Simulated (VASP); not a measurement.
Data:

```yaml
crystal:
  lattice:
    - [4.10790, 0.00000, 0.00000]
    - [0.00000, 4.10790, 0.00000]
    - [0.00000, 0.00000, 4.10790]
  atoms:
    - { symbol: K, position: [0.00000, 0.00000, 0.00000] }
    - { symbol: Ta, position: [0.50000, 0.50000, 0.50000] }
    - { symbol: O, position: [0.50000, 0.00000, 0.50000] }
    - { symbol: O, position: [0.00000, 0.50000, 0.50000] }
    - { symbol: O, position: [0.50000, 0.50000, 0.00000] }
```

The numbers are results of PBE GGA, VASP's PBE PAW potentials (set 64) (plane waves; VASP), not measurements. Settings: 520 eV cut-off, 6×6×6 Γ-centred mesh, Gaussian smearing of 0.050 eV, potentials K_sv Ta_pv O.

Task: The job: KTaO3 (cubic perovskite), 5 atoms, PBE, static run, 520 eV, 6×6×6 Γ-centred mesh. Roughly how much core time does it take on a busy server core?

Result: About 20 core-seconds (one run on a shared machine, a rough figure). It had 20 irreducible k-points, 23 bands, up to 1890 plane waves and 15 electronic steps.

The compound is KTaO3 in the cubic perovskite structure. This cell is one point of a volume scan, at 1.06 of the reference volume.
